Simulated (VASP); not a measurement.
Input:

```
CELL_PARAMETERS angstrom
      1.97000    -3.41214     0.00000
      1.97000     3.41214     0.00000
      0.00000     0.00000     6.13000
ATOMIC_POSITIONS crystal
  La 0.33333 0.66667 0.24700
  La 0.66667 0.33333 0.75300
  O  0.00000 0.00000 0.00000
  O  0.33333 0.66667 0.64700
  O  0.66667 0.33333 0.35300
```

Level of theory: PBEsol GGA, VASP's PBE PAW potentials (set 64) (plane waves; VASP). Numerical set-up: 400 eV cut-off, 7×7×4 Γ-centred mesh, Fermi-Dirac smearing of 0.050 eV, potentials La O.

At this cut-off the stress carries a Pulay error, which pulls relaxed volumes low.

### Question
Which forces act on the atoms, in eV/Å?

### Answer

```csv
atom,Fx,Fy,Fz
La1,0.000,0.000,0.037
La2,0.000,0.000,-0.037
O3,0.000,0.000,0.000
O4,0.000,0.000,-0.085
O5,0.000,0.000,0.085
```

### Question
Give the stress tensor in GPa (positive for a compressed cell).

### Answer

```
-7.88   0.00   0.00
 0.00  -7.88   0.00
 0.00   0.00  -7.35
```
The pressure is its mean diagonal, -7.70 GPa.

The structure is a typed La2O3 crystal. The cell was not relaxed at this level.
